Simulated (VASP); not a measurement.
Here is the system:

```
SrTiO3
1.0
    3.92590     0.00000     0.00000
    0.00000     3.92590     0.00000
    0.00000     0.00000     3.92590
Sr Ti O
1 1 3
Direct
  0.00000   0.00000   0.00000
  0.50000   0.50000   0.50000
  0.50000   0.00000   0.50000
  0.00000   0.50000   0.50000
  0.50000   0.50000   0.00000
```

Computed with optB88-vdW, VASP's PBE PAW potentials (set 64) (plane waves; VASP 6.6.1). Run with 520 eV cut-off, 6×6×6 Γ-centred mesh, tetrahedra with Blöchl corrections, potentials Sr_sv Ti_sv O.

The cores are frozen, which limits the accuracy of field gradients.

Q: Give the principal components of the electric field gradient (V/Å²) and the asymmetry η at each nucleus.

A: 
| atom | Vxx | Vyy | Vzz | η |
|---|---|---|---|---|
| Sr1 | 0.0 | 0.0 | 0.0 | - |
| Ti2 | 0.0 | 0.0 | 0.0 | - |
| O3 | -5.7 | -5.7 | 11.5 | 0.00 |
| O4 | -5.7 | -5.7 | 11.5 | 0.00 |
| O5 | -5.7 | -5.7 | 11.5 | 0.00 |

The compound is SrTiO3 in the cubic perovskite structure, the ideal cubic form; the compound distorts at low or room temperature. It was relaxed first.
